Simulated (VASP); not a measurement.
Write the native input for VASP 6.6.1 that does the following.

| Quantity | Value |
| --- | --- |
| Task | single point |
| Functional | PBE |
| Potentials or basis | VASP PAW PBE potentials, release 64 (In_d, Sb, N) |
| Cutoff | 520 eV |
| k mesh | 4 × 4 × 4 |
| Occupations | gaussian, width 0.1 eV |
| Spin | no spin polarisation |
| Dipole correction | no |
| Further INCAR settings | ALGO = Normal; EDIFF = 1e-07; NBANDS = 24 |

The structure of InSb3N lies in POSCAR:

```
InSb3N
1.0
    3.9904599170      0.0000000000      0.0000000000
    0.0000000000      3.9904599170      0.0000000000
    0.0000000000      0.0000000000      3.9904599170
In Sb N
1 3 1
Direct
    0.0000000000      0.0000000000      0.0000000000
    0.5000000000      0.5000000000      0.0000000000
    0.0000000000      0.5000000000      0.5000000000
    0.5000000000      0.0000000000      0.5000000000
    0.5000000000      0.5000000000      0.5000000000
```

The cell comes from a database or a generator and needn't be the stable form of this composition.

The input as run:

INCAR

```
SYSTEM = InSb3N
ALGO = Normal
EDIFF = 1E-7
ENCUT = 520
GGA = PE
ISIF = 2
ISMEAR = 0
LASPH = .True.
LCHARG = .False.
LREAL = .False.
LWAVE = .False.
NBANDS = 24
NELM = 100
PREC = Accurate
SIGMA = 0.1
```

KPOINTS

```
k-points
0
Gamma
  4 4 4
  0 0 0
```

Potentials or basis: VASP PAW PBE potentials, release 64 (In_d, Sb, N).

Launch:

```bash
$ cat potpaw_PBE.64/In_d/POTCAR potpaw_PBE.64/Sb/POTCAR potpaw_PBE.64/N/POTCAR > POTCAR
$ mpirun -np 1 vasp_std > vasp.out
```

Results of the run:

- Pressure: 152.7 GPa
- Band gap on the k mesh: none (metal or under the smearing width)

Caveat: the k mesh is coarse (spacing up to 0.39 Å⁻¹), so the values aren't converged; a pressure of tens of GPa on the cell as given is suspect, and the run, the potentials or the cell itself is likely at fault.

It took 16 s on 1 thread of Intel(R) Xeon(R) Platinum 8559C (Emerald Rapids), on a shared host, peak memory 0.17 GiB.
